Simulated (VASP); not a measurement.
Computed with PBE GGA, VASP's PBE PAW potentials (set 64) (plane waves; VASP).

A VASP calculation is set up with these files.

**KPOINTS**
```
Automatic mesh
0
G
 7 7 7
0 0 0
```

**INCAR**
```
! general
SYSTEM   =  CuGaSe2
PREC     =  Accurate
ENCUT    =  400
LREAL    =  .FALSE.
LASPH    =  .TRUE.

! electronic loop
EDIFF    =  1E-6   ! SCF stop (eV)
NELM     =  100
ALGO     =  Normal
LMAXMIX  =  4

! smearing
ISMEAR   =  1   ! Methfessel-Paxton
SIGMA    =  0.1

! functional
GGA      =  PE

! ions
IBRION   =  2   ! conjugate gradients
NSW      =  60   ! most ionic steps
ISIF     =  3
EDIFFG   =  -0.02   ! ionic stop

! output
LWAVE    =  .FALSE.
LCHARG   =  .FALSE.
```

File POSCAR:
```
CuGaSe2
1
   -2.8397134405     2.8397134405     5.6057274613
    2.8397134405    -2.8397134405     5.6057274613
    2.8397134405     2.8397134405    -5.6057274613
Ga Cu Se
2 2 4
Direct
  0.5000000000   0.5000000000   0.0000000000
  0.2500000000   0.7500000000   0.5000000000
  1.0000000000   0.0000000000   0.0000000000
  0.7500000000   0.2500000000   0.5000000000
  0.8750000000   0.8813153233   0.5063153233
  0.1186846767   0.6250000000   0.9936846767
  0.3750000000   0.3686846767   0.4936846767
  0.6313153233   0.1250000000   0.0063153233
```

POTCAR, in this order: Ga_d Cu Se (PBE.64 set). Program: vasp_std.

Task: What does the run give for the energy per atom (σ→0), volume per atom, band gap (on the k-mesh)?

Result: 
```
Item                                                         Value
------------------------  ----------------------------------------
energy per atom (σ→0)                       -375.4 kJ/mol of atoms
band gap (on the k-mesh)  none (metal, semimetal or under 0.01 eV)
volume per atom                                     22.63 Å^3/atom
```

**OSZICAR**
```
...
DAV:   1    -0.311285180648E+02   -0.20126E-02   -0.41351E-02  4402   0.253E+00    0.329E-01
DAV:   2    -0.311277009965E+02    0.81707E-03   -0.18683E-02  3701   0.264E+00    0.185E-01
DAV:   3    -0.311269389038E+02    0.76209E-03   -0.52549E-03  4050   0.146E+00    0.938E-02
DAV:   4    -0.311267858565E+02    0.15305E-03   -0.50730E-04  4864   0.175E-01    0.284E-02
DAV:   5    -0.311267745505E+02    0.11306E-04   -0.78178E-05  4672   0.147E-01    0.109E-02
DAV:   6    -0.311267733728E+02    0.11777E-05   -0.20902E-05  4128   0.283E-02    0.311E-03
DAV:   7    -0.311267733287E+02    0.44110E-07   -0.96497E-07  2189   0.120E-02
   2 F= -.31126773E+02 E0= -.31126943E+02  d E =-.267869E-03
```

The compound is CuGaSe2 in the chalcopyrite structure. This run relaxes it. Symmetry was kept, so distortions that lower it aren't found. The start is the result of an earlier pass.
